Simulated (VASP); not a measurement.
# YAuS2 (P4/mmm) in VASP: single point with PBE

Aim: the single point of YAuS2 with PBE.

Everything below comes from runs of VASP 6.6.1. Logs are shortened: lines on timing, memory, paths and dates and some standing lists are left out, and cuts for length are marked.

### 1 Starting point

The structure is tetragonal, space group P4/mmm (No. 123). The conventional cell has a = 4.877 Å, b = 4.877 Å, c = 3.519 Å, α = 90.00°, β = 90.00°, γ = 90.00°. Y (site symmetry 4/mmm) is surrounded by 8 S at 3.01 Å. Around S (site symmetry mmm) lie 2 Au at 2.44 Å. Au (site symmetry 4/mmm) is surrounded by 4 S at 2.44 Å.

The cell was built by a generator and needn't be a form met in nature.

### 2 Single point, PBE

Input file INCAR:

```
ALGO = Fast
EDIFF = 1E-7
ENCUT = 520
GGA = PE
ISIF = 2
ISMEAR = 0
LASPH = T
LCHARG = F
LREAL = F
LWAVE = F
NBANDS = 25
NELM = 100
PREC = Accurate
SIGMA = 0.1
```

Input file KPOINTS:

```
k-points
0
Gamma
  10 10 14
```

Input file POSCAR:

```
YAuS2
1.0
    4.8770044285      0.0000000000      0.0000000000
    0.0000000000      4.8770044285      0.0000000000
    0.0000000000      0.0000000000      3.5192557013
Y S Au
1 2 1
Direct
    0.5000000000      0.5000000000      0.5000000000
    0.5000000000      0.0000000000      0.0000000000
    0.0000000000      0.5000000000      0.0000000000
    0.0000000000      0.0000000000      0.0000000000
```

Potentials or basis: VASP PAW PBE potentials, release 64 (Y_sv, S, Au).

Command:

```bash
> cat potpaw_PBE.64/Y_sv/POTCAR potpaw_PBE.64/S/POTCAR potpaw_PBE.64/Au/POTCAR > POTCAR
> mpirun -np 1 vasp_std > vasp.out
```

OUTCAR:

```text
EDIFF = 1E-7
   ENCUT = 520
   GGA = PE
   ISIF = 2
   ISMEAR = 0
   LASPH = T
   LREAL = F
   NELM = 100
   PREC = Accurate

 ion  position               nearest neighbor table
   1  0.500  0.500  0.500-   2 3.01   3 3.01   2 3.01   3 3.01   2 3.01   2 3.01   3 3.01   3 3.01
                             4 3.87   4 3.87   4 3.87   4 3.87   4 3.87   4 3.87   4 3.87   4 3.87
   2  0.500  0.000  0.000-   4 2.44   4 2.44   1 3.01   1 3.01   1 3.01   1 3.01
   3  0.000  0.500  0.000-   4 2.44   4 2.44   1 3.01   1 3.01   1 3.01   1 3.01
   4  0.000  0.000  0.000-   2 2.44   3 2.44   3 2.44   2 2.44   1 3.87   1 3.87   1 3.87   1 3.87
                             1 3.87   1 3.87   1 3.87   1 3.87

  LATTYP: Found a simple tetragonal cell.
 ALAT       =     4.8770044285
 C/A-ratio  =     0.7216019081

  Lattice vectors:

 A1 = (   4.8770044285,   0.0000000000,   0.0000000000)
 A2 = (   0.0000000000,   4.8770044285,   0.0000000000)
 A3 = (   0.0000000000,   0.0000000000,   3.5192557013)

Analysis of symmetry for initial positions (statically):
=====================================================================
 Subroutine PRICEL returns:
 Original cell was already a primitive cell.

 Routine SETGRP: Setting up the symmetry group for a
 simple tetragonal supercell.

 Subroutine GETGRP returns: Found 16 space group operations
 (whereof 16 operations were pure point group operations)
 out of a pool of 16 trial point group operations.

The static configuration has the point symmetry D_4h.

Analysis of symmetry for dynamics (positions and initial velocities):
=====================================================================
 Subroutine PRICEL returns:
 Original cell was already a primitive cell.

 Routine SETGRP: Setting up the symmetry group for a
 simple tetragonal supercell.

 Subroutine GETGRP returns: Found 16 space group operations
 (whereof 16 operations were pure point group operations)
 out of a pool of 16 trial point group operations.

The dynamic configuration has the point symmetry D_4h.

 Subroutine INISYM returns: Found 16 space group operations
 (whereof 16 operations are pure point group operations),
 and found     1 'primitive' translations

----------------------------------------------------------------------------------------

[... 94 lines left out ...]
   ENCUT  =  520.0 eV  38.22 Ry    6.18 a.u.   9.07  9.07  6.54*2*pi/ulx,y,z
   NELM   =    100;   NELMIN=  2; NELMDL= -5     # of ELM steps
   EDIFF  = 0.1E-06   stopping-criterion for ELM
   LREAL  =      F    real-space projection
   EDIFFG = 0.1E-05   stopping-criterion for IOM
   NSW    =      0    number of steps for IOM
   IBRION =     -1    ionic relax: 0-MD 1-quasi-New 2-CG
   NFREE  =      0    steps in history (QN), initial steepest desc. (CG)
   ISIF   =      2    stress and relaxation
   ISYM   =      2    0-nonsym 1-usesym 2-fastsym
   POTIM  = 0.5000    time-step for ionic-motion
   TEBEG  =    0.0;   TEEND  =   0.0 temperature during run
   PSTRESS=    0.0 pullay stress
   NELECT =      34.0000    total number of electrons
   NUPDOWN=      -1.0000    fix difference up-down
   EMIN   =  10.00;   EMAX   =-10.00  energy-range for DOS
   EFERMI =   0.00;   METHOD = LEGACY
   ISMEAR =     0;   SIGMA  =   0.10  broadening in eV -4-tet -1-fermi 0-gaus
   EFERMI_NEDOS =   21; number of points for ismear=-14 and -15
   IALGO  =     68    algorithm
   IMIX   =      4    mixing-type and parameters
     AMIX     =   0.40;   BMIX     =  1.00
     AMIX_MAG =   1.60;   BMIX_MAG =  1.00
  volume/ion in A,a.u.               =      20.93       141.22
  Fermi-wavevector in a.u.,A,eV,Ry     =   1.212408  2.291119 19.999652  1.469933
  Thomas-Fermi vector in A             =   2.347893
   LORBIT       =      0    0 simple, 1 ext, 2 COOP (PROOUT), +10 PAW based schemes
   GGA     = PE    functional components
   LHFCALC =     F    Hartree Fock is set to
   AEXX    =    0.0000 exact exchange contribution
   IVDW    =     0    specifies the selected vdW correction
   LEPSILON=     F    determine dielectric tensor
   LRPA    =     F    only Hartree local field effects (RPA)
 non-spin polarized calculation
 RMM-DIIS sequential band-by-band and
 Gauss-broadening in eV      SIGMA  =   0.10
  energy-cutoff  :      520.00
  volume of cell :       83.71
 maximum number of plane-waves:      2304
   NGX = 19   NGY = 19   NGZ = 13

 number of electron      33.9999993 magnetization

 Free energy of the ion-electron system (eV)
  ---------------------------------------------------
  ext. energy  EPLUGINS =         0.00000000
  ---------------------------------------------------
  free energy    TOTEN  =       -21.78225150 eV

  energy without entropy =      -21.77783316  energy(sigma->0) =      -21.78004233

 E-fermi :   6.4893     XC(G=0): -10.4367

 val. band max:        6.4681418826   @ k =   0.5000   0.0000   0.0714
 cond. band min:       6.5031036515   @ k =   0.3000   0.1000   0.1429
 fundamental gap:      0.0349617689
 Fermi energy:         6.4893332521

 k-point     1 :       0.0000    0.0000    0.0000
  band No.  band energies     occupation
      1     -37.6096      2.00000
      2     -17.5706      2.00000
      3     -17.5706      2.00000
      4     -17.3212      2.00000
      5      -8.2539      2.00000
      6      -7.0913      2.00000
[... 661 lines left out ...]
     24      10.0798      0.00000
     25      13.6511      0.00000

 [... further k-points ...]

------------------------ aborting loop because EDIFF is reached ----------------------------------------

  FORCE on cell =-STRESS in cart. coord.  units (eV):
  Direction    XX          YY          ZZ          XY          YZ          ZX
  --------------------------------------------------------------------------------------
  -------------------------------------------------------------------------------------
  Total       -0.0817040     -0.0817040     -0.0329871      0.0000000      0.0000000      0.0000000
  in kB       -1.5638553     -1.5638553     -0.6313897      0.0000000      0.0000000      0.0000000
  external PRESSURE =      -1.2530334 kB  Pullay stress =       0.0000000 kB

 VOLUME and BASIS-vectors are now :
 -----------------------------------------------------------------------------
  energy-cutoff  :      520.00
  volume of cell :       83.71
      direct lattice vectors                 reciprocal lattice vectors
     4.877004429  0.000000000  0.000000000     0.205043898  0.000000000  0.000000000
     0.000000000  4.877004429  0.000000000     0.000000000  0.205043898  0.000000000
     0.000000000  0.000000000  3.519255701     0.000000000  0.000000000  0.284150992

 POSITION                                       TOTAL-FORCE (eV/Angst)
 -----------------------------------------------------------------------------------
      2.43850      2.43850      1.75963         0.000000      0.000000      0.000000
      2.43850      0.00000      0.00000         0.000000      0.000000      0.000000
      0.00000      2.43850      0.00000         0.000000      0.000000      0.000000
      0.00000      0.00000      0.00000         0.000000      0.000000      0.000000
 -----------------------------------------------------------------------------------
    total drift:                                0.000000      0.000000     -0.000000

  FREE ENERGIE OF THE ION-ELECTRON SYSTEM (eV)
  ---------------------------------------------------
  free  energy   TOTEN  =       -21.7822514996 eV

  energy  without entropy=      -21.7778331649  energy(sigma->0) =      -21.78004233
```

stdout:

```text
[... 44 lines left out ...]
 num prob  num prob  num prob  num prob  num prob  num prob  num prob  num prob  num prob  num prob  num prob  num prob  num prob  num prob  num prob  num prob  num prob  num prob  num prob  num prob  num prob  num prob  num prob  num prob  num prob  num prob  num prob  num prob  num prob  num prob  num prob  num prob  num prob  num prob  num prob  num prob  num prob  num prob  num prob  num prob  num prob  num prob  num prob  num prob  num prob  num prob  num prob  num
```

It took 5 min on 1 thread of Intel Xeon Platinum 8488C (Sapphire Rapids), shared host; peak memory 0.49 GiB.

Results:

* Free energy: -21.7823 eV
* Pressure: -0.1 GPa
* Band gap on the k mesh: none (metal or under the smearing width)

Stress tensor (GPa, compression positive):
```
-0.16  0.00  0.00
 0.00 -0.16  0.00
 0.00  0.00 -0.06
```
